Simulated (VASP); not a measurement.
Output of a VASP run:

OUTCAR:
```
 ion  position               nearest neighbor table
   1  0.750  0.250  0.500-   4 1.94   5 1.94   4 1.94   5 1.94   3 1.99   6 1.99
   2  0.000  0.000  0.000-   3 1.94   6 1.94   3 1.94   6 1.94   5 1.99   4 1.99
   3  0.542  0.042  0.500-   2 1.94   2 1.94   1 1.99
   4  0.792  0.792  0.000-   1 1.94   1 1.94   2 1.99
   5  0.208  0.208  0.000-   1 1.94   1 1.94   2 1.99
   6  0.958  0.458  0.500-   2 1.94   2 1.94   1 1.99
  LATTYP: Found a body centered tetragonal cell.
 ALAT       =     3.8010504536
 C/A-ratio  =     2.5170624632
 Subroutine PRICEL returns:
 Original cell was already a primitive cell.
 Subroutine GETGRP returns: Found 16 space group operations
The static configuration has the point symmetry D_2d.
 The point group associated with its full space group is D_4h.
The dynamic configuration has the point symmetry D_2d.
 Subroutine INISYM returns: Found 16 space group operations
 Subroutine IBZKPT returns following result:
 Found     40 irreducible k-points:

 Following reciprocal coordinates:
            Coordinates               Weight
  0.000000  0.000000  0.000000      1.000000
  0.142857  0.000000 -0.000000      8.000000
  0.285714  0.000000 -0.000000      8.000000
  0.428571 -0.000000  0.000000      8.000000
  0.142857  0.142857  0.000000      8.000000
  0.285714  0.142857 -0.000000     16.000000
  0.428571  0.142857  0.000000     16.000000
 -0.428571  0.142857 -0.000000     16.000000
 -0.285714  0.142857  0.000000     16.000000
 -0.142857  0.142857  0.000000      4.000000
  0.285714  0.285714 -0.000000      8.000000
  0.428571  0.285714  0.000000     16.000000
 -0.428571  0.285714 -0.000000     16.000000
 -0.285714  0.285714  0.000000      4.000000
  0.428571  0.428571  0.000000      8.000000
 -0.428571  0.428571  0.000000      4.000000
  0.142857  0.142857  0.142857      8.000000
  0.285714  0.142857  0.142857     16.000000
 -0.142857  0.142857  0.142857      4.000000
  0.285714  0.285714  0.142857      8.000000
  0.428571  0.285714  0.142857      8.000000
 -0.285714  0.285714  0.142857      8.000000
 -0.142857  0.285714  0.142857      8.000000
 -0.428571  0.428571  0.142857      8.000000
 -0.285714  0.428571  0.142857     16.000000
 -0.142857  0.428571  0.142857      8.000000
 -0.428571 -0.428571  0.142857      8.000000
 -0.285714 -0.428571  0.142857     16.000000
 -0.142857 -0.428571  0.142857      8.000000
 -0.285714 -0.285714  0.142857      8.000000
 -0.142857 -0.285714  0.142857      8.000000
 -0.142857 -0.142857  0.142857      2.000000
 -0.285714  0.285714  0.285714      4.000000
 -0.428571  0.428571  0.285714      8.000000
 -0.285714  0.428571  0.285714      8.000000
 -0.428571 -0.428571  0.285714      8.000000
 -0.285714 -0.428571  0.285714      8.000000
 -0.285714 -0.285714  0.285714      2.000000
 -0.428571  0.428571  0.428571      4.000000
 -0.428571 -0.428571  0.428571      2.000000
   k-points           NKPTS =     40   k-points in BZ     NKDIM =     40   number of bands    NBANDS=     28
   number of dos      NEDOS =    301   number of ions     NIONS =      6
   total plane-waves  NPLWV =  74088
   dimension x,y,z NGX =    42 NGY =   42 NGZ =   42
   dimension x,y,z NGXF=    84 NGYF=   84 NGZF=   84
   ions per type =               2   4
   PREC   = accura    normal or accurate (medium, high low for compatibility)
   ISTART =      0    job   : 0-new  1-cont  2-samecut
   ICHARG =      2    charge: 1-file 2-atom 10-const
   ISPIN  =      1    spin polarized calculation?
   LNONCOLLINEAR =      F non collinear calculations
   LSORBIT =      F    spin-orbit coupling
   INIWAV =      1    electr: 0-lowe 1-rand  2-diag
   ENCUT  =  520.0 eV  38.22 Ry    6.18 a.u.  10.20 10.20 10.20*2*pi/ulx,y,z
   NELM   =    100;   NELMIN=  2; NELMDL= -5     # of ELM steps
   EDIFF  = 0.1E-05   stopping-criterion for ELM
   LREAL  =      F    real-space projection
   NLSPLINE    = F    spline interpolate recip. space projectors
...
```

File OSZICAR:
```
       N       E                     dE             d eps       ncg     rms          rms(c)
DAV:   1     0.687100895546E+03    0.68710E+03   -0.25016E+04  2240   0.199E+03
DAV:   2     0.412272747712E+02   -0.64587E+03   -0.62756E+03  2488   0.577E+02
DAV:   3    -0.658636974796E+02   -0.10709E+03   -0.10420E+03  3424   0.215E+02
DAV:   4    -0.709413043470E+02   -0.50776E+01   -0.50728E+01  3064   0.487E+01
DAV:   5    -0.711770644458E+02   -0.23576E+00   -0.23570E+00  3164   0.824E+00    0.325E+01
DAV:   6    -0.543926344226E+02    0.16784E+02   -0.12065E+02  2876   0.104E+02    0.122E+01
DAV:   7    -0.539503630029E+02    0.44227E+00   -0.17481E+01  2908   0.330E+01    0.800E+00
DAV:   8    -0.540168699534E+02   -0.66507E-01   -0.42170E+00  2896   0.193E+01    0.402E+00
DAV:   9    -0.538429075783E+02    0.17396E+00   -0.15189E+00  2944   0.108E+01    0.104E+00
DAV:  10    -0.538551590714E+02   -0.12251E-01   -0.98086E-02  2648   0.246E+00    0.283E-01
DAV:  11    -0.538537764687E+02    0.13826E-02   -0.95735E-03  2820   0.646E-01    0.736E-02
DAV:  12    -0.538539334717E+02   -0.15700E-03   -0.90069E-04  3088   0.264E-01    0.755E-02
DAV:  13    -0.538538901710E+02    0.43301E-04   -0.28440E-04  3112   0.139E-01    0.124E-02
DAV:  14    -0.538538942678E+02   -0.40968E-05   -0.16199E-05  2964   0.316E-02    0.828E-03
DAV:  15    -0.538538942800E+02   -0.12169E-07   -0.32349E-06  2132   0.197E-02
   1 F= -.54851725E+02 E0= -.54851725E+02  d E =-.548517E+02
```

OUTCAR:
```
------------------------ aborting loop because EDIFF is reached ----------------------------------------
 Edisp (eV)   -0.99783
  FORCE on cell =-STRESS in cart. coord.  units (eV):
  Direction    XX          YY          ZZ          XY          YZ          ZX
  --------------------------------------------------------------------------------------
  Total       0.01373     0.01373     0.05591     0.00000     0.00000     0.00000
  in kB       0.31820     0.31820     1.29598     0.00000     0.00000     0.00000
  external pressure =        0.64 kB  Pullay stress =        0.00 kB
  volume of cell :       69.12
      direct lattice vectors                 reciprocal lattice vectors
    -1.900525227  1.900525227  4.783740709     0.000000000  0.263085169  0.104520715
     1.900525227 -1.900525227  4.783740709     0.263085169  0.000000000  0.104520715
     1.900525227  1.900525227 -4.783740709     0.263085169  0.263085169  0.000000000
 POSITION                                       TOTAL-FORCE (eV/Angst)
 -----------------------------------------------------------------------------------
      0.00000      1.90053      2.39187        -0.000000     -0.000000      0.000000
      0.00000      0.00000      0.00000        -0.000000     -0.000000      0.000000
      0.00000      1.90053      0.39874        -0.000000      0.000000     -0.002496
      0.00000      0.00000      7.57436         0.000000     -0.000000     -0.002496
      0.00000      0.00000      1.99313         0.000000     -0.000000      0.002496
      0.00000      1.90053      4.38500        -0.000000      0.000000      0.002496
 -----------------------------------------------------------------------------------
    total drift:                               -0.000000      0.000000     -0.000000
  FREE ENERGIE OF THE ION-ELECTRON SYSTEM (eV)
  ---------------------------------------------------
  free  energy   TOTEN  =       -54.8517249126 eV

  energy  without entropy=      -54.8517249126  energy(sigma->0) =      -54.85172491

 reached required accuracy - stopping structural energy minimisation
```
(Selected blocks of OUTCAR.)

POSCAR:
```
TiO2
1
   -1.9005252268     1.9005252268     4.7837407087
    1.9005252268    -1.9005252268     4.7837407087
    1.9005252268     1.9005252268    -4.7837407087
Ti O
2 4
Direct
  0.7500000000   0.2500000000   0.5000000000
  0.0000000000   0.0000000000   0.0000000000
  0.5416770739   0.0416770739   0.5000000000
  0.7916770739   0.7916770739   0.0000000000
  0.2083229261   0.2083229261   0.0000000000
  0.9583229261   0.4583229261   0.5000000000
```

Question: Write an INCAR and KPOINTS that could have produced this output.

Answer: One answer among several that fit: the input of the run itself, PBE GGA with D3 dispersion (zero damping), plane waves, VASP's PBE PAW potentials (set 64).

INCAR:
```
ALGO=Normal
EDIFF=1E-6
EDIFFG=-0.02
ENCUT=520
GGA=PE
IBRION=2
ISIF=3
ISMEAR=0
IVDW=11
LASPH=.TRUE.
LCHARG=.FALSE.
LMAXMIX=4
LREAL=.FALSE.
LWAVE=.FALSE.
NELM=100
NSW=60
PREC=Accurate
SIGMA=0.05
SYSTEM=TiO2
```

**KPOINTS**
```
Automatic
0
G
  7 7 7
0 0 0
```

POTCAR, in this order: Ti_sv O (PBE.64 set). Program: vasp_std.

The compound is TiO2 in the anatase structure, one of several forms; rutile is the usual stable one. It was relaxed first. The start is the result of an earlier pass.
